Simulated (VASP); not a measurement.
In2Te2O, 5 atoms in the cell. The structure is tetragonal, space group P4/mmm (No. 123). Conventional cell: a = 4.812 Å, b = 4.812 Å, c = 5.530 Å, α = 90.00°, β = 90.00°, γ = 90.00°. In (site symmetry mmm) is surrounded by 2 Te at 2.77 Å. Te (site symmetry mmm) has 2 O at 2.41 Å and 2 In at 2.77 Å as nearest neighbours. O (site symmetry 4/mmm) has 4 Te at 2.41 Å as nearest neighbours. The cell was built by a generator and needn't be a form met in nature.

| Item | Value |
| --- | --- |
| Program | VASP 6.6.1 |
| Task | relaxation of cell and atoms |
| Functional | PBE |
| Potentials or basis | VASP PAW PBE potentials, release 64 (In_d, Te, O) |
| Cutoff | 520 eV |
| k mesh | 3 × 3 × 3 |
| Occupations | gaussian, width 0.15 eV |
| Spin | no spin polarisation |
| Further INCAR settings | PREC = Normal; ALGO = Fast; EDIFF = 0.0001; IBRION = 2; EDIFFG = -0.08; NSW = 24; ISIF = 3 |

Potentials or basis: VASP PAW PBE potentials, release 64 (In_d, Te, O).

Run with:

```bash
$ cat potpaw_PBE.64/In_d/POTCAR potpaw_PBE.64/Te/POTCAR potpaw_PBE.64/O/POTCAR > POTCAR
$ mpirun -np 1 vasp_std > vasp.out
```

Hardware: 1 thread of Intel(R) Xeon(R) 6975P-C (Granite Rapids), on a shared host.

Task: How long does it take, and how much memory?

Result: Run time: 40 s on 1 thread of Intel(R) Xeon(R) 6975P-C (Granite Rapids) (shared host), peak memory 0.17 GiB. Counts: scf iterations 61, k points 6, ion steps 8.
